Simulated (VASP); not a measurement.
Level of theory: PBE GGA, VASP's PBE PAW potentials (set 64) (plane waves; VASP).

A VASP calculation is set up with these files.

INCAR:
```
! general
SYSTEM =Ga36N35
PREC   =Normal
ENCUT  =400
LREAL  =Auto   ! projection in real space or not
LASPH  =.TRUE.   ! aspherical one-centre terms
ISYM   =0
NELECT =282.0

! electronic loop
EDIFF  =1E-5   ! SCF stop (eV)
NELM   =100
NELMIN =4
ALGO   =Fast
LMAXMIX=4

! smearing
ISMEAR =0
SIGMA  =0.05   ! width (eV)

! functional
GGA    =PE   ! PBE

! ions
IBRION =2   ! conjugate gradients
NSW    =60   ! most ionic steps
ISIF   =2
EDIFFG =-0.03   ! ionic stop

! output
LWAVE  =.TRUE.
LCHARG =.FALSE.
```

File POSCAR:
```
Ga36N35
1.0
  4.8683178927  -8.4321738171   0.0000000000
  4.8683178927   8.4321738171   0.0000000000
  0.0000000000   0.0000000000  10.5562839806
Ga N
36 35
Cartesian
  1.6227710081  -0.9369072650   2.6390709951
  1.6227710081   0.9369072650   0.0000000000
  1.6227710081  -0.9369072650   7.9172129854
  1.6227710081   0.9369072650   5.2781419903
  3.2455420163   1.8738145300   2.6390709951
  3.2455468846   3.7476374921   0.0000000000
  3.2455420163   1.8738145300   7.9172129854
  3.2455468846   3.7476374921   5.2781419903
  4.8683178927   4.6845447571   2.6390709951
  4.8683178927   6.5583592871   0.0000000000
  4.8683178927   4.6845447571   7.9172129854
  4.8683178927   6.5583592871   5.2781419903
  3.2455468846  -3.7476374921   2.6390709951
  3.2455420163  -1.8738145300   0.0000000000
  3.2455468846  -3.7476374921   7.9172129854
  3.2238098452  -1.8732580065   5.2451219340
  4.8342153259  -0.9796415219   2.6005194461
  4.8683178927   0.9369156972   0.0000000000
  4.8683178927  -0.9369156972   7.9172129854
  4.8180622471   0.9323201624   5.3147195143
  6.4910937691   1.8738145300   2.6390709951
  6.4910889008   3.7476374921   0.0000000000
  6.4910937691   1.8738145300   7.9172129854
  6.4910889008   3.7476374921   5.2781419903
  4.8683178927  -6.5583592871   2.6390709951
  4.8683178927  -4.6845447571   0.0000000000
  4.8683178927  -6.5583592871   7.9172129854
  4.8683178927  -4.6845447571   5.2781419903
  6.4910889008  -3.7476374921   2.6390709951
  6.4910937691  -1.8738145300   0.0000000000
  6.4910889008  -3.7476374921   7.9172129854
  6.4736213762  -1.8746999082   5.3184669951
  8.1138647773  -0.9369072650   2.6390709951
  8.1138647773   0.9369072650   0.0000000000
  8.1138647773  -0.9369072650   7.9172129854
  8.1138647773   0.9369072650   5.2781419903
  1.6599162736  -0.9010536619   4.5861670191
  1.6227710081   0.9369072650   1.9898595303
  1.6227710081  -0.9369072650   9.9070725158
  1.6227710081   0.9369072650   7.2680015206
  3.2235372194   1.9155031973   4.5895028048
  3.2455468846   3.7476374921   1.9898595303
  3.2455420163   1.8738145300   9.9070725158
  3.2455468846   3.7476374921   7.2680015206
  4.8683178927   4.6845447571   4.6289305255
  4.8683178927   6.5583592871   1.9898595303
  4.8683178927   4.6845447571   9.9070725158
  4.8683178927   6.5583592871   7.2680015206
  3.2847855268  -3.7118007534   4.5913607108
  3.2058944353  -1.9130747313   1.9864815195
  3.2455468846  -3.7476374921   9.9070725158
  3.2736711570  -1.8569839110   7.2745675293
  4.8535182063   0.8968797359   2.0388512443
  4.8683178927  -0.9369156972   9.9070725158
  4.8894025775   0.8929419107   7.2677481698
  6.5326692039   1.8445548868   4.6003968899
  6.4910889008   3.7476374921   1.9898595303
  6.4910937691   1.8738145300   9.9070725158
  6.4910889008   3.7476374921   7.2680015206
  4.8683178927  -6.5583592871   4.6289305255
  4.8683178927  -4.6845447571   1.9898595303
  4.8683178927  -6.5583592871   9.9070725158
  4.8683178927  -4.6845447571   7.2680015206
  6.4703693399  -3.7947396151   4.5886477458
  6.5287258665  -1.9175943764   1.9907779270
  6.4910889008  -3.7476374921   9.9070725158
  6.4449810621  -1.8709644552   7.3033228468
  8.0772793683  -0.9251443825   4.6316857156
  8.1138647773   0.9369072650   1.9898595303
  8.1138647773  -0.9369072650   9.9070725158
  8.1138647773   0.9369072650   7.2680015206
```

File KPOINTS:
```
Automatic
0
G
  1 1 1
0 0 0
```

POTCAR, in this order: Ga N (PBE.64 set). Program: vasp_gam.

What VASP printed:

**OSZICAR**
```
...
DAV:   1    -0.427064301630E+03   -0.76762E-04   -0.17614E-01   354   0.109E+00    0.804E-02
RMM:   2    -0.427064542514E+03   -0.24088E-03   -0.32405E-03   354   0.128E-01    0.367E-02
RMM:   3    -0.427064566036E+03   -0.23522E-04   -0.55226E-04   391   0.481E-02    0.268E-02
RMM:   4    -0.427064548563E+03    0.17473E-04   -0.96205E-05   352   0.217E-02    0.828E-03
RMM:   5    -0.427064548696E+03   -0.13286E-06   -0.22598E-05   224   0.102E-02
  14 F= -.42706455E+03 E0= -.42706455E+03  d E =-.324451E-03
       N       E                     dE             d eps       ncg     rms          rms(c)
DAV:   1    -0.427064611340E+03   -0.62777E-04   -0.19050E-02   372   0.359E-01    0.261E-02
RMM:   2    -0.427064633611E+03   -0.22271E-04   -0.32442E-04   354   0.405E-02    0.115E-02
RMM:   3    -0.427064635338E+03   -0.17271E-05   -0.53300E-05   282   0.153E-02    0.784E-03
RMM:   4    -0.427064633733E+03    0.16051E-05   -0.90746E-06   209   0.672E-03
  15 F= -.42706463E+03 E0= -.42706463E+03  d E =-.409488E-03
       N       E                     dE             d eps       ncg     rms          rms(c)
DAV:   1    -0.427064692084E+03   -0.56746E-04   -0.82809E-02   354   0.749E-01    0.567E-02
RMM:   2    -0.427064809555E+03   -0.11747E-03   -0.15538E-03   354   0.889E-02    0.257E-02
RMM:   3    -0.427064822138E+03   -0.12583E-04   -0.26305E-04   393   0.332E-02    0.186E-02
RMM:   4    -0.427064815011E+03    0.71267E-05   -0.42662E-05   280   0.147E-02
  16 F= -.42706482E+03 E0= -.42706482E+03  d E =-.181279E-03
       N       E                     dE             d eps       ncg     rms          rms(c)
DAV:   1    -0.427064834937E+03   -0.12799E-04   -0.86774E-03   356   0.243E-01    0.176E-02
RMM:   2    -0.427064846506E+03   -0.11568E-04   -0.15404E-04   354   0.279E-02    0.792E-03
RMM:   3    -0.427064846864E+03   -0.35881E-06   -0.20077E-05   226   0.999E-03    0.500E-03
RMM:   4    -0.427064846347E+03    0.51714E-06   -0.41653E-06   203   0.445E-03
  17 F= -.42706485E+03 E0= -.42706485E+03  d E =-.212615E-03
       N       E                     dE             d eps       ncg     rms          rms(c)
DAV:   1    -0.427064928973E+03   -0.82109E-04   -0.42777E-02   354   0.538E-01    0.402E-02
RMM:   2    -0.427064987834E+03   -0.58861E-04   -0.80011E-04   354   0.640E-02    0.184E-02
RMM:   3    -0.427064992447E+03   -0.46128E-05   -0.13009E-04   338   0.237E-02    0.134E-02
RMM:   4    -0.427064987894E+03    0.45527E-05   -0.24856E-05   225   0.109E-02
  18 F= -.42706499E+03 E0= -.42706499E+03  d E =-.141547E-03
       N       E                     dE             d eps       ncg     rms          rms(c)
DAV:   1    -0.427064997320E+03   -0.48733E-05   -0.14496E-03   420   0.992E-02    0.720E-03
RMM:   2    -0.427064999012E+03   -0.16915E-05   -0.25028E-05   228   0.112E-02    0.333E-03
RMM:   3    -0.427064998959E+03    0.52762E-07   -0.29352E-06   187   0.403E-03    0.196E-03
RMM:   4    -0.427064998795E+03    0.16413E-06   -0.34727E-07    94   0.184E-03
  19 F= -.42706500E+03 E0= -.42706500E+03  d E =-.152447E-03
       N       E                     dE             d eps       ncg     rms          rms(c)
DAV:   1    -0.427065026483E+03   -0.27524E-04   -0.30840E-02   354   0.458E-01    0.338E-02
RMM:   2    -0.427065069261E+03   -0.42778E-04   -0.56317E-04   354   0.541E-02    0.154E-02
RMM:   3    -0.427065074444E+03   -0.51827E-05   -0.98007E-05   324   0.204E-02    0.113E-02
RMM:   4    -0.427065071836E+03    0.26077E-05   -0.15772E-05   213   0.905E-03
  20 F= -.42706507E+03 E0= -.42706507E+03  d E =-.730415E-04
       N       E                     dE             d eps       ncg     rms          rms(c)
DAV:   1    -0.427065083841E+03   -0.93970E-05   -0.24669E-03   356   0.130E-01    0.904E-03
RMM:   2    -0.427065087150E+03   -0.33087E-05   -0.42294E-05   250   0.147E-02    0.423E-03
RMM:   3    -0.427065087318E+03   -0.16880E-06   -0.53110E-06   189   0.539E-03    0.268E-03
RMM:   4    -0.427065087158E+03    0.16081E-06   -0.90407E-07   139   0.239E-03
  21 F= -.42706509E+03 E0= -.42706509E+03  d E =-.883628E-04
       N       E                     dE             d eps       ncg     rms          rms(c)
DAV:   1    -0.427065155003E+03   -0.67685E-04   -0.24231E-02   354   0.406E-01    0.292E-02
RMM:   2    -0.427065187761E+03   -0.32758E-04   -0.42787E-04   354   0.472E-02    0.133E-02
RMM:   3    -0.427065191234E+03   -0.34728E-05   -0.71828E-05   305   0.178E-02    0.916E-03
RMM:   4    -0.427065189250E+03    0.19846E-05   -0.12175E-05   213   0.782E-03
  22 F= -.42706519E+03 E0= -.42706519E+03  d E =-.102092E-03
       N       E                     dE             d eps       ncg     rms          rms(c)
DAV:   1    -0.427065189353E+03    0.18807E-05   -0.78447E-06   268   0.752E-03    0.155E-03
RMM:   2    -0.427065189431E+03   -0.77276E-07   -0.12224E-06   172   0.267E-03    0.834E-04
RMM:   3    -0.427065189441E+03   -0.10152E-07   -0.17471E-07    58   0.128E-03    0.539E-04
RMM:   4    -0.427065189435E+03    0.58935E-08   -0.49965E-09    32   0.118E-03
  23 F= -.42706519E+03 E0= -.42706519E+03  d E =-.102277E-03
       N       E                     dE             d eps       ncg     rms          rms(c)
DAV:   1    -0.427065231635E+03   -0.42194E-04   -0.14988E-02   354   0.319E-01    0.238E-02
RMM:   2    -0.427065253925E+03   -0.22290E-04   -0.28438E-04   354   0.383E-02    0.109E-02
RMM:   3    -0.427065256536E+03   -0.26112E-05   -0.48626E-05   285   0.145E-02    0.758E-03
RMM:   4    -0.427065255391E+03    0.11451E-05   -0.82970E-06   212   0.653E-03
  24 F= -.42706526E+03 E0= -.42706526E+03  d E =-.659564E-04
       N       E                     dE             d eps       ncg     rms          rms(c)
DAV:   1    -0.427065256769E+03   -0.23264E-06   -0.20920E-04   388   0.379E-02    0.271E-03
RMM:   2    -0.427065257040E+03   -0.27122E-06   -0.36137E-06   181   0.426E-03    0.123E-03
RMM:   3    -0.427065257025E+03    0.15791E-07   -0.14487E-07    67   0.139E-03    0.768E-04
RMM:   4    -0.427065256995E+03    0.29517E-07   -0.26196E-08    41   0.136E-03
  25 F= -.42706526E+03 E0= -.42706526E+03  d E =-.675601E-04
       N       E                     dE             d eps       ncg     rms          rms(c)
DAV:   1    -0.427065299368E+03   -0.42344E-04   -0.76659E-03   354   0.228E-01    0.162E-02
RMM:   2    -0.427065310197E+03   -0.10829E-04   -0.13470E-04   354   0.264E-02    0.729E-03
RMM:   3    -0.427065311381E+03   -0.11832E-05   -0.20946E-05   228   0.100E-02    0.484E-03
RMM:   4    -0.427065311073E+03    0.30709E-06   -0.41216E-06   208   0.436E-03
  26 F= -.42706531E+03 E0= -.42706531E+03  d E =-.540784E-04
       N       E                     dE             d eps       ncg     rms          rms(c)
DAV:   1    -0.427065312618E+03   -0.12377E-05   -0.28756E-04   380   0.437E-02    0.346E-03
RMM:   2    -0.427065313095E+03   -0.47684E-06   -0.60101E-06   181   0.541E-03    0.159E-03
RMM:   3    -0.427065313149E+03   -0.53835E-07   -0.81103E-07   111   0.211E-03    0.987E-04
RMM:   4    -0.427065313123E+03    0.25502E-07   -0.11874E-07    46   0.150E-03
  27 F= -.42706531E+03 E0= -.42706531E+03  d E =-.561284E-04
       N       E                     dE             d eps       ncg     rms          rms(c)
DAV:   1    -0.427065346807E+03   -0.33659E-04   -0.45675E-03   354   0.176E-01    0.129E-02
RMM:   2    -0.427065353361E+03   -0.65534E-05   -0.84053E-05   343   0.210E-02    0.591E-03
RMM:   3    -0.427065354065E+03   -0.70431E-06   -0.13043E-05   209   0.800E-03    0.405E-03
RMM:   4    -0.427065353906E+03    0.15926E-06   -0.28668E-06   207   0.349E-03
  28 F= -.42706535E+03 E0= -.42706535E+03  d E =-.407825E-04
```

**OUTCAR**
```
------------------------ aborting loop because EDIFF is reached ----------------------------------------
  FORCE on cell =-STRESS in cart. coord.  units (eV):
  Direction    XX          YY          ZZ          XY          YZ          ZX
  --------------------------------------------------------------------------------------
  Total      -18.7296297    -18.3056246    -26.2236571     -0.0328727      0.0147145      0.0068951
  in kB      -34.6242387    -33.8404084    -48.4779560     -0.0607696      0.0272018      0.0127465
  external PRESSURE =     -38.9808677 kB  Pullay stress =       0.0000000 kB
  volume of cell :      866.68
      direct lattice vectors                 reciprocal lattice vectors
     4.868317893 -8.432173817  0.000000000     0.102704879 -0.059296690  0.000000000
     4.868317893  8.432173817  0.000000000     0.102704879  0.059296690  0.000000000
     0.000000000  0.000000000 10.556283981     0.000000000  0.000000000  0.094730305
  FREE ENERGIE OF THE ION-ELECTRON SYSTEM (eV)
  ---------------------------------------------------
  free  energy   TOTEN  =      -427.0653539059 eV

  energy  without entropy=     -427.0653539059  energy(sigma->0) =     -427.06535391

 reached required accuracy - stopping structural energy minimisation
```
(Selected blocks of OUTCAR.)

File CONTCAR:
```
Ga36N35
   1.00000000000000
     4.8683178927000004   -8.4321738171000007    0.0000000000000000
     4.8683178927000004    8.4321738171000007    0.0000000000000000
     0.0000000000000000    0.0000000000000000   10.5562839805999999
  Ga              N
    36    35
Direct
     0.2207711046551918    0.1101781099977215    0.2492689818678825
     0.1110810213632006    0.2220214746560439    0.9995133085721022
     0.2216898578283773    0.1109903526683611    0.7501152049155778
     0.1100204549700424    0.2214022865239430    0.5011840668605611
     0.2209177262092037    0.4430535036190828    0.2493091469772157
     0.1112555013953750    0.5556808768388835    0.9995920831891784
     0.2216298017125890    0.4438172551829821    0.7502897366191896
     0.1114072580927650    0.5561557481160703    0.5008202402988972
     0.2222200903769398    0.7773846939849003    0.2496104064636022
     0.1113007466449544    0.8886243897549517    0.9995723823316206
     0.2222201683252105    0.7777102450812927    0.7505944676812124
     0.1114309602051988    0.8882392890449113    0.5007132961068893
     0.5565459184691890    0.1103147794136805    0.2492686291230692
     0.4442737413405427    0.2216677209718853    0.9993310625507640
     0.5560342831912107    0.1108861874897940    0.7501310349572555
     0.4433960236707494    0.2199213029477237    0.5005023772008153
     0.5556072670386394    0.4439782053592483    0.2422955667108309
     0.4443156756319260    0.5555722451254466    0.9994154429304004
     0.5555282786425152    0.4442137143334197    0.7510016230731800
     0.4428956556075998    0.5565883584495495    0.5009653157009936
     0.5564964949069212    0.7786563166886826    0.2493115382535315
     0.4441681570742839    0.8885722430000048    0.9995604242160829
     0.5561017233233073    0.7782421015452744    0.7503012537289860
     0.4434542265745375    0.8882419231351927    0.5006901523610825
     0.8888984672913554    0.1106850495476534    0.2495593952200071
     0.7778553396138111    0.2219659968239890    0.9995385075937364
     0.8888773798853349    0.1108895659018569    0.7505914406135894
     0.7782080094972427    0.2213454212235073    0.5011028763604863
     0.8894081701138168    0.4430622523504866    0.2493267557771308
     0.7781348563444904    0.5554892423202844    0.9994085551160395
     0.8888732694186814    0.4436857559603428    0.7502122442610178
     0.7800552398420862    0.5564048377176543    0.5007757710352051
     0.8892258668301031    0.7785456489953161    0.2493067739203603
     0.7778580934099715    0.8887699108070010    0.9995491891922704
     0.8889132559107261    0.7781315861703918    0.7502952272332810
     0.7780994059621115    0.8894358061722778    0.5010913176858178
     0.2231903037747029    0.1125151593398610    0.4379970462757815
     0.1110359624263163    0.2217894100310412    0.1880388536499471
     0.2228573874285540    0.1111774927491984    0.9384121302312601
     0.1110047233222200    0.2220995738249144    0.6887259283816598
     0.2230060610581166    0.4435337089169170    0.4380772127142586
     0.1111691700478387    0.5551508054451407    0.1883232452344717
     0.2228732699412563    0.4446757593897029    0.9385274810926097
     0.1110638830834970    0.5554007594452078    0.6884509673720319
     0.2220862783213400    0.7775177648633164    0.4382124747657365
     0.1110330079685912    0.8884438927178864    0.1883176198564480
     0.2222619371210179    0.7776410009851952    0.9384692861449552
     0.1110232109006476    0.8888237926152065    0.6883702566511939
     0.5561484174502007    0.1124745675181500    0.4379855405242239
     0.4445072890984823    0.2219801089787398    0.1899923489296592
     0.5551948009512202    0.1111397662284489    0.9384293349563867
     0.4450426584429226    0.2232689802720525    0.6872834644036686
     0.4446073635531290    0.5550173185566030    0.1900628749928574
     0.5555833308191733    0.4442522621611258    0.9392442908996678
     0.4450064950717016    0.5548501938994606    0.6876251375339166
     0.5559978805604293    0.7764933763117537    0.4380747081666027
     0.4444813672692032    0.8884938846150917    0.1883625657098095
     0.5552105844896397    0.7770176482339016    0.9385412670346363
     0.4444939506721544    0.8887537536126013    0.6883582098247170
     0.8888184234338268    0.1107218710072746    0.4381792778848442
     0.7778691123356479    0.2217861713773112    0.1880449701145384
     0.8889288866107675    0.1108881673873612    0.9384268350153063
     0.7778131909651604    0.2219567520563472    0.6886837846286200
     0.8872375432100013    0.4434751245031243    0.4380730077792437
     0.7775804904289406    0.5549317424085772    0.1900621765230614
     0.8886847733049317    0.4446103114665657    0.9384797464730703
     0.7765708031941362    0.5547591421147497    0.6874706284190275
     0.8871497031723278    0.7764124821819511    0.4380198115626067
     0.7778283383419901    0.8885254903487352    0.1880932993191940
     0.8886706505363267    0.7769208641778089    0.9385286320779321
     0.7777852593233846    0.8887315023388762    0.6886937881561318
```

At this cut-off the stress carries a Pulay error, which pulls relaxed volumes low. The cell is charged, with a uniform compensating background. The supercell is sampled at Γ alone, which is coarse: total energies, pressure and levels can be off, energies of defects by several tenths of an eV.

The cell is a supercell with a defect, built from GaN (wurtzite): vac_N, charge +1. The run is not spin-polarised, so no state with unpaired spins was tried.
